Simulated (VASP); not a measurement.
Output of a VASP run:

File OSZICAR:
```
       N       E                     dE             d eps       ncg     rms          rms(c)
DAV:   1     0.283384561128E+03    0.28338E+03   -0.20331E+04  3016   0.868E+02
DAV:   2    -0.303101436352E+02   -0.31369E+03   -0.30494E+03  2634   0.325E+02
DAV:   3    -0.429092339403E+02   -0.12599E+02   -0.12241E+02  3036   0.523E+01
DAV:   4    -0.432796685388E+02   -0.37043E+00   -0.35500E+00  2794   0.557E+00
DAV:   5    -0.432839901365E+02   -0.43216E-02   -0.43186E-02  2732   0.738E-01    0.330E+01
DAV:   6    -0.387434074430E+02    0.45406E+01   -0.14884E+01  2585   0.254E+01    0.701E+00
DAV:   7    -0.385580882637E+02    0.18532E+00   -0.14458E+00  3008   0.729E+00    0.150E+00
DAV:   8    -0.385499487944E+02    0.81395E-02   -0.22049E-01  2974   0.387E+00    0.115E+00
DAV:   9    -0.385401218622E+02    0.98269E-02   -0.45702E-02  2982   0.172E+00    0.376E-01
DAV:  10    -0.385399054072E+02    0.21645E-03   -0.33127E-03  2763   0.411E-01    0.237E-02
DAV:  11    -0.385398917077E+02    0.13700E-04   -0.66904E-05  2869   0.524E-02    0.148E-02
DAV:  12    -0.385398855182E+02    0.61895E-05   -0.46135E-06  2316   0.150E-02    0.221E-03
DAV:  13    -0.385398853645E+02    0.15376E-06   -0.17903E-07  1287   0.348E-03
   1 F= -.38539885E+02 E0= -.38528492E+02  d E =-.227876E-01
```

**OUTCAR**
```
------------------------ aborting loop because EDIFF is reached ----------------------------------------
  FORCE on cell =-STRESS in cart. coord.  units (eV):
  Direction    XX          YY          ZZ          XY          YZ          ZX
  --------------------------------------------------------------------------------------
  Total      -86.6637792    -86.6638355    -85.9609399      0.0000000      0.0000000      0.0000000
  in kB    -2422.2163419  -2422.2179177  -2402.5722796      0.0000000      0.0000000      0.0000000
  external PRESSURE =   -2415.6688464 kB  Pullay stress =       0.0000000 kB
  volume of cell :       57.32
      direct lattice vectors                 reciprocal lattice vectors
     2.740070000  0.000000000  0.000000000     0.364954180  0.210706326  0.000000000
    -1.370035000  2.372971000  0.000000000     0.000000000  0.421412651  0.000000000
     0.000000000  0.000000000  8.816195000     0.000000000  0.000000000  0.113427618
 POSITION                                       TOTAL-FORCE (eV/Angst)
 -----------------------------------------------------------------------------------
      0.00000      0.00000      0.00000         0.000000      0.000000     -0.000000
      0.00000      0.00000      4.40810         0.000000      0.000000     -0.000000
     -0.00000      1.58198      2.20405         0.000000      0.000000      0.000000
      1.37004      0.79099      6.61215        -0.000000     -0.000000     -0.000000
 -----------------------------------------------------------------------------------
    total drift:                                0.000000      0.000000      0.000000
  FREE ENERGIE OF THE ION-ELECTRON SYSTEM (eV)
  ---------------------------------------------------
  free  energy   TOTEN  =       -38.5398853645 eV

  energy  without entropy=      -38.5170977167  energy(sigma->0) =      -38.52849154
```
(Selected blocks of OUTCAR.)

POSCAR:
```
Ru
1
    2.7400700000     0.0000000000     0.0000000000
   -1.3700350000     2.3729710000     0.0000000000
    0.0000000000     0.0000000000     8.8161950000
Ru
4
Direct
  0.0000000000   0.0000000000   0.0000000000
  0.0000000000   0.0000000000   0.5000000000
  0.3333330000   0.6666670000   0.2500000000
  0.6666670000   0.3333330000   0.7500000000
```

Q: Write an INCAR and KPOINTS that could have produced this output.

A: Several could match; the one computed here: the input of the run itself, LDA (Ceperley-Alder, Perdew-Zunger), plane waves, VASP's LDA PAW potentials (set 64).

File KPOINTS:
```
K-points
0
G
  6 6 6
0.5 0.5 0.5
```

### INCAR
```
ALGO = Normal
EDIFF = 1E-6
ENCUT = 180
ISIF = 2
ISMEAR = 0
LASPH = .TRUE.
LCHARG = .FALSE.
LMAXMIX = 4
LREAL = .FALSE.
LWAVE = .FALSE.
NELM = 100
PREC = Accurate
SIGMA = 0.1
SYSTEM = Ru
```

POTCAR, in this order: Ru_pv (LDA.64 set). Program: vasp_std.

At this cut-off the stress carries a Pulay error, which pulls relaxed volumes low.

The structure was generated: Ru was put into an ordered model structure, which need not be its known phase. The cell was not relaxed at this level. The k-mesh is coarse (spacing up to 0.44 per Å, 2π included), so the numbers may not be converged in it. The run is one of a series of settings (ENCUT = 180, KPOINTS 6×6×6 Γ-centred mesh shifted by (0.5, 0.5, 0.5) against the base run), some of them coarse on purpose.
